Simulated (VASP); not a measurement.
# AlN: GW quasiparticle gap, part 2 of 2

Aim: the quasiparticle gap of AlN, and what it costs to get it. The cell is of the wurtzite type, one of the forms listed for this formula. The start is a cell from a database of measured crystal structures.

VASP 6.6.1, plane waves and PAW; the level of theory is named at each step.

Still holding for the runs below: The k-mesh is coarse for exact exchange; levels may shift by about 0.1 eV on a finer one.

So far, quasiparticle gap on the mesh (eV): step 3 (G0W0, functional PBE, start PBE, G0W0 on PBE) 5.67; step 7 (G0W0, functional HSE with 0.08 exact exchange, start HSE with 0.08 exact …) 5.88; step 10 (G0W0, functional HSE with 0.16 exact exchange, start HSE with 0.16 exact …) 6.11; step 13 (G0W0, functional HSE with 0.25 exact exchange, start HSE with 0.25 exact …) 6.34; step 16 (G0W0, functional HSE with 0.33 exact exchange, start HSE with 0.33 exact …) 6.55.

The database entry behind the starting cell differs from later determinations by our own check (inner coordinate u about 0.002 short), so it need not match the best structure at ambient conditions.

## (19) G0W0, functional HSE with 0.42 exact exchange, start HSE with 0.42 exact exchange

This step: G0W0 on HSE with 0.42 exact exchange; plane waves and PAW (Al_GW, N_GW) (VASP 6.6.1).

File INCAR:

```
SYSTEM = AlN
PREC = Accurate
ENCUT = 450
ISMEAR = 0
SIGMA = 0.01
LREAL = .FALSE.
LHFCALC = .TRUE.
AEXX = 0.42
GGA = PE
LASPH = .TRUE.
NBANDS = 128
PRECFOCK = Fast
HFSCREEN = 0.2
ALGO = EVGW0
NELMGW = 1
ENCUTGW = 120
NOMEGA = 64
NBANDSGW = 16
LWAVE = .FALSE.
LCHARG = .FALSE.
```

File POSCAR:

```
AlN
1.0
    3.1130000000      0.0000000000      0.0000000000
   -1.5565000000      2.6959370820      0.0000000000
    0.0000000000      0.0000000000      4.9810000000
Al N
2 2
Direct
    0.6666666667      0.3333333333      0.5000000000
    0.3333333333      0.6666666667      0.0000000000
    0.6666666667      0.3333333333      0.8800000000
    0.3333333333      0.6666666667      0.3800000000
```

File KPOINTS:

```
Automatic mesh
0
Gamma
3 3 2
0 0 0
```

The projector-augmented-wave data sets are Al_GW and N_GW (PBE family, release 64).

The run starts from files that an earlier step left in the folder.

On the command line:

```bash
mpirun -np 8 vasp_std
```

It took 11 s on 8 MPI ranks of AMD EPYC 7R32 (Zen 2), shared host; peak memory 1.6 GiB; 68 s of CPU time.

GW takes the gap from 6.624 to 6.767 eV. That is +1102 meV against G0W0 on PBE. The value holds for 128 bands, ENCUTGW = 120 eV and this mesh, and isn't shown to be converged in them.

## (20) Another starting point, functional HSE with 0.50 exact exchange

This step: HSE with 0.50 exact exchange; plane waves and PAW (Al_GW, N_GW) (VASP 6.6.1).

To see how much the result owes to its start, the ground state is made again with HSE with 0.50 exact exchange. A small SIGMA keeps every occupation at zero or full.

File INCAR:

```
SYSTEM = AlN
PREC = Accurate
ENCUT = 450
EDIFF = 1E-08
NELM = 100
ISMEAR = 0
SIGMA = 0.01
LREAL = .FALSE.
ALGO = Normal
LHFCALC = .TRUE.
AEXX = 0.5
GGA = PE
LASPH = .TRUE.
NBANDS = 14
PRECFOCK = Fast
LORBIT = 11
LWAVE = .TRUE.
LCHARG = .FALSE.
KPAR = 2
HFSCREEN = 0.2
```

POSCAR is that of step 19.

KPOINTS is that of step 19.

On the command line:

```bash
mpirun -np 8 vasp_std
```

Wall time 17 s (8 MPI ranks); peak memory 1.5 GiB; 1.8 min of CPU time.

## (21) Empty bands, functional HSE with 0.50 exact exchange

File INCAR:

```
SYSTEM = AlN
PREC = Accurate
ENCUT = 450
ISMEAR = 0
SIGMA = 0.01
LREAL = .FALSE.
LHFCALC = .TRUE.
AEXX = 0.5
GGA = PE
LASPH = .TRUE.
NBANDS = 128
PRECFOCK = Fast
HFSCREEN = 0.2
ALGO = Exact
NELM = 1
LWAVE = .TRUE.
LCHARG = .FALSE.
LOPTICS = .TRUE.
NEDOS = 1000
CSHIFT = 0.1
```

POSCAR is that of step 20.

KPOINTS is that of step 20.

The run starts from files that an earlier step left in the folder.

On the command line:

```bash
mpirun -np 8 vasp_std
```

Run time: 42 s. Hardware: 8 MPI ranks; peak memory 1.8 GiB; 4.4 min of CPU time.

## (22) G0W0, functional HSE with 0.50 exact exchange, start HSE with 0.50 exact exchange

This step: G0W0 on HSE with 0.50 exact exchange; plane waves and PAW (Al_GW, N_GW) (VASP 6.6.1).

File INCAR:

```
SYSTEM = AlN
PREC = Accurate
ENCUT = 450
ISMEAR = 0
SIGMA = 0.01
LREAL = .FALSE.
LHFCALC = .TRUE.
AEXX = 0.5
GGA = PE
LASPH = .TRUE.
NBANDS = 128
PRECFOCK = Fast
HFSCREEN = 0.2
ALGO = EVGW0
NELMGW = 1
ENCUTGW = 120
NOMEGA = 64
NBANDSGW = 16
LWAVE = .FALSE.
LCHARG = .FALSE.
```

POSCAR is that of step 21.

KPOINTS is that of step 21.

The WAVECAR or CHGCAR of an earlier step is read.

On the command line:

```bash
mpirun -np 8 vasp_std
```

Run time: 11 s. Hardware: 8 MPI ranks; peak memory 1.6 GiB; 69 s of CPU time.

GW takes the gap from 7.107 to 6.958 eV. That is +1293 meV against G0W0 on PBE. The value holds for 128 bands, ENCUTGW = 120 eV and this mesh, and isn't shown to be converged in them.

## (23) Summary

This step: GW series: G0W0 on PBE, G0W0 on HSE with 0.08 exact exchange, G0W0 on HSE with 0.16 exact exchange, G0W0 on HSE with 0.25 exact exchange, G0W0 on HSE with 0.33 exact exchange, G0W0 on HSE with 0.42 exact exchange, G0W0 on HSE with 0.50 exact exchange; plane waves and PAW (VASP 6.6.1).

This step runs nothing: it gathers the runs above.

G0W0 on a 3x3x2 mesh; cost is wall time times ranks on a shared host, with the step that makes the empty bands but not the self-consistent start. G0W0 series:

| share of exact exchange | gap of the starting hybrid (eV) | quasiparticle gap (eV) | direct quasiparticle gap (eV) | cost (core minutes) |
| --- | --- | --- | --- | --- |
| 0 | 4.197 | 5.665 | 5.665 | 1.68 |
| 0.08 | 4.642 | 5.884 | 5.884 | 7.12 |
| 0.16 | 5.097 | 6.109 | 6.109 | 7.15 |
| 0.25 | 5.618 | 6.344 | 6.344 | 7.09 |
| 0.33 | 6.088 | 6.546 | 6.546 | 7.09 |
| 0.42 | 6.624 | 6.768 | 6.768 | 7.09 |
| 0.5 | 7.107 | 6.958 | 6.958 | 7.12 |

## (24) What came out

```json
{
  "G0W0 on PBE, 128 bands, ENCUTGW 120 eV, NOMEGA 64, mesh 3×3×2": "4.197 → 5.665 eV",
  "G0W0 on HSE with 0.08 exact exchange, 128 bands, ENCUTGW 120 eV, NOMEGA 64, mesh 3×3×2": "4.642 → 5.884 eV",
  "G0W0 on HSE with 0.16 exact exchange, 128 bands, ENCUTGW 120 eV, NOMEGA 64, mesh 3×3×2": "5.097 → 6.109 eV",
  "G0W0 on HSE with 0.25 exact exchange, 128 bands, ENCUTGW 120 eV, NOMEGA 64, mesh 3×3×2": "5.618 → 6.344 eV",
  "G0W0 on HSE with 0.33 exact exchange, 128 bands, ENCUTGW 120 eV, NOMEGA 64, mesh 3×3×2": "6.088 → 6.546 eV",
  "G0W0 on HSE with 0.42 exact exchange, 128 bands, ENCUTGW 120 eV, NOMEGA 64, mesh 3×3×2": "6.624 → 6.767 eV",
  "G0W0 on HSE with 0.50 exact exchange, 128 bands, ENCUTGW 120 eV, NOMEGA 64, mesh 3×3×2": "7.107 → 6.958 eV"
}
```

What this shows: G0W0 gives a quasiparticle gap of 5.665 eV on the mesh, 1.47 eV over the PBE gap on the same mesh. One-shot gaps: 5.665 eV from PBE, 5.884 eV from HSE with 0.08 exact exchange, 6.109 eV from HSE with 0.16 exact exchange, 6.344 eV from HSE with 0.25 exact exchange, 6.546 eV from HSE with 0.33 exact exchange, 6.768 eV from HSE with 0.42 exact exchange and 6.958 eV from HSE with 0.50 exact exchange. The starting gaps span 2.91 eV and the one-shot gaps 1.29 eV. For each 0.1 of exact exchange the starting gap grows by 0.58 eV and the G0W0 gap by 0.26 eV (straight-line fits). The two lines cross at a share of 0.46, where G0W0 leaves the gap unchanged at these settings; a fuller basis would move that share. All hybrids screen the exact exchange as HSE06 does (HFSCREEN = 0.2) and differ in its share alone. Bands, response cutoff and mesh weren't tested for convergence, and band edges off the mesh aren't seen. On a mesh this coarse the value is a test of cost more than a converged gap. The atoms weren't relaxed and carry forces of up to 0.20 eV/Å at HSE with 0.08 exact exchange in the first static run, so the numbers belong to the given coordinates, and a relaxation would change them. Not tabulated here, as repeats of values shown or as unfit to read for their mesh, reference level or band range: eps2 curves (empty bands); eps1 curves and static values (empty bands); gaps (empty bands).

[Lines on the potential files, build, host, timing and source positions are cut from VASP's logs without a mark.]

[Logs are printed without paths, hosts, clocks, repeated set-up lines and the standing remarks that a program may print on its own settings, such as how far it seeks lower states.]

[Hosts, paths, dates, database ids (printed as entryN), source tags and the programs' standing remarks are cut or masked in the printed files.]

[Pressures printed for these runs are not shown converged in the cutoff: they can be off by several GPa and have the wrong sign.]
